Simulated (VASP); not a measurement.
Output of a VASP run:

**OSZICAR**
```
       N       E                     dE             d eps       ncg     rms          rms(c)
DAV:   1     0.527496081517E+03    0.52750E+03   -0.28229E+04  1672   0.163E+03
DAV:   2     0.294167489848E+01   -0.52455E+03   -0.51329E+03  1783   0.424E+02
DAV:   3    -0.311886902844E+02   -0.34130E+02   -0.33882E+02  1880   0.959E+01
DAV:   4    -0.320186269430E+02   -0.82994E+00   -0.82656E+00  1826   0.154E+01
DAV:   5    -0.320388072907E+02   -0.20180E-01   -0.20170E-01  1913   0.229E+00    0.271E+01
DAV:   6    -0.304360354794E+02    0.16028E+01   -0.13526E+01  1697   0.191E+01    0.951E+00
DAV:   7    -0.301952437883E+02    0.24079E+00   -0.58719E+00  1765   0.102E+01    0.582E+00
DAV:   8    -0.300013985492E+02    0.19385E+00   -0.82004E-01  2007   0.488E+00    0.121E+00
DAV:   9    -0.300040113923E+02   -0.26128E-02   -0.67831E-02  1916   0.135E+00    0.735E-01
DAV:  10    -0.300028518926E+02    0.11595E-02   -0.18469E-02  1982   0.835E-01    0.185E-01
DAV:  11    -0.300027311501E+02    0.12074E-03   -0.23659E-03  1870   0.292E-01    0.123E-01
DAV:  12    -0.300027244198E+02    0.67303E-05   -0.98794E-05  1853   0.503E-02    0.961E-02
DAV:  13    -0.300027107629E+02    0.13657E-04   -0.13288E-04  1948   0.620E-02    0.319E-03
DAV:  14    -0.300027109445E+02   -0.18151E-06   -0.29548E-06  1797   0.110E-02    0.319E-03
DAV:  15    -0.300027108237E+02    0.12076E-06   -0.14691E-07  1273   0.241E-03    0.235E-03
DAV:  16    -0.300027108472E+02   -0.23550E-07   -0.58611E-08  1199   0.158E-03
   1 F= -.30002711E+02 E0= -.30002711E+02  d E =0.000000E+00
```

OUTCAR:
```
------------------------ aborting loop because EDIFF is reached ----------------------------------------
  FORCE on cell =-STRESS in cart. coord.  units (eV):
  Direction    XX          YY          ZZ          XY          YZ          ZX
  --------------------------------------------------------------------------------------
  Total        0.1095931      0.1095931      0.1267172     -0.0000000      0.0000000      0.0000000
  in kB        1.3825683      1.3825679      1.5985962     -0.0000000      0.0000000      0.0000000
  external PRESSURE =       1.4545775 kB  Pullay stress =       0.0000000 kB
  volume of cell :      127.00
      direct lattice vectors                 reciprocal lattice vectors
     1.665061840 -2.883971365  0.000000000     0.300289147 -0.173372040  0.000000000
     1.665061840  2.883971365  0.000000000     0.300289147  0.173372040  0.000000000
     0.000000000  0.000000000 13.223790526     0.000000000  0.000000000  0.075621283
 POSITION                                       TOTAL-FORCE (eV/Angst)
 -----------------------------------------------------------------------------------
      1.66506      0.96133      3.30595         0.000000     -0.000000     -0.000000
      1.66506     -0.96133      9.91784        -0.000000      0.000000     -0.000000
      1.66506      0.96133     11.60445         0.000000     -0.000000      0.012652
      1.66506     -0.96133      4.99255        -0.000000      0.000000      0.012652
      1.66506     -0.96133      1.61934         0.000000      0.000000     -0.012652
      1.66506      0.96133      8.23124         0.000000     -0.000000     -0.012652
 -----------------------------------------------------------------------------------
    total drift:                                0.000000      0.001091     -0.000034
  FREE ENERGIE OF THE ION-ELECTRON SYSTEM (eV)
  ---------------------------------------------------
  free  energy   TOTEN  =       -30.0027108472 eV

  energy  without entropy=      -30.0027108472  energy(sigma->0) =      -30.00271085

 total charge

# of ion       s       p       d       tot
------------------------------------------
    1        2.308   6.259   3.369  11.935
    2        2.308   6.259   3.369  11.935
    3        1.482   2.348   0.065   3.895
    4        1.482   2.348   0.065   3.895
    5        1.482   2.348   0.065   3.895
    6        1.482   2.348   0.065   3.895
--------------------------------------------------
tot         10.545  21.909   6.997  39.451

 Electric field gradients after diagonalization (V/A^2)
 (convention: |V_zz| > |V_xx| > |V_yy|)
----------------------------------------------------------------------
 ion       V_xx      V_yy      V_zz     asymmetry (V_yy - V_xx)/ V_zz
----------------------------------------------------------------------
   1      76.839    76.832  -153.671       0.000
   2      76.839    76.832  -153.671       0.000
   3      35.237    35.236   -70.473       0.000
   4      35.237    35.236   -70.473       0.000
   5      35.237    35.236   -70.473       0.000
   6      35.237    35.236   -70.473       0.000
```
(Selected blocks of OUTCAR.)

**POSCAR**
```
WSe2
1
    1.6650618396    -2.8839713646     0.0000000000
    1.6650618396     2.8839713646     0.0000000000
    0.0000000000     0.0000000000    13.2237905258
W Se
2 4
Direct
  0.3333330000   0.6666670000   0.2500000000
  0.6666670000   0.3333330000   0.7500000000
  0.3333330000   0.6666670000   0.8775432302
  0.6666670000   0.3333330000   0.3775432302
  0.6666670000   0.3333330000   0.1224567698
  0.3333330000   0.6666670000   0.6224567698
```

Problem. Write an INCAR and KPOINTS that could have produced this output.

Solution. One answer among several that fit: the input of the run itself, optB88-vdW, plane waves, VASP's PBE PAW potentials (set 64).

**KPOINTS**
```
kpoints
0
G
9 9 2
```

### INCAR
```
! general
SYSTEM  =WSe2
PREC    =Accurate
ENCUT   =520   ! plane-wave cut-off (eV)
LREAL   =F   ! projection in real space or not
LASPH   =T   ! aspherical one-centre terms

! electronic loop
EDIFF   =1E-7   ! SCF stop (eV)
NELM    =100
ALGO    =Normal   ! blocked Davidson
LMAXMIX =6

! smearing
ISMEAR  =-5   ! tetrahedra, Bloechl

! functional
GGA     =BO
LUSE_VDW=T
AGGAC   =0.0
PARAM1  =0.1833333333
PARAM2  =0.22

! ions
ISIF    =2

! output
LWAVE   =F
LCHARG  =T
LORBIT  =11
NEDOS   =601   ! DOS grid

! other
LEFG    =T
```

POTCAR, in this order: W_sv Se (PBE.64 set). Program: vasp_std.

The compound is WSe2 in the 2H layered structure. It was relaxed first, which changed the volume by +5 %.
